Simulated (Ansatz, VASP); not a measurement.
# Two plane-wave programs on Ag3SF

```
S F Ag
1.0
     4.96000    0.00000    0.00000
     0.00000    4.96000    0.00000
     0.00000    0.00000    4.96000
S F Ag
1 1 3
Direct
  0.00000 0.00000 0.00000
  0.50000 0.50000 0.50000
  0.50000 0.50000 0.00000
  0.50000 0.00000 0.50000
  0.00000 0.50000 0.50000
```

The cell comes from a database or a generator and needn't be the stable form of this composition.

Alike in both runs: task single point; functional LDA; k mesh 4 × 4 × 4; occupations gaussian, width 0.05 eV; no spin polarisation.

|  | VASP | Ansatz |
| --- | --- | --- |
| version | VASP 6.6.1 | Ansatz 0.2.0 |
| potentials or method | VASP PAW LDA potentials, release 64 (S, F, Ag) | scalar-relativistic, plane waves, PAW |
| plane-wave cutoff (eV) | 520 | 420 |
| valence electrons in the cell | 46 | 70 |

|  | VASP | Ansatz | Ansatz less VASP |
| --- | --- | --- | --- |
| gap on the k mesh at the Fermi level (eV) | none | none | - |
| pressure (GPa) | -12.3 | -12.2 | +0.08 |

A gap of «none» marks a metal or a gap that the smearing closes. The two sets of potentials don't hold the same shells in valence.
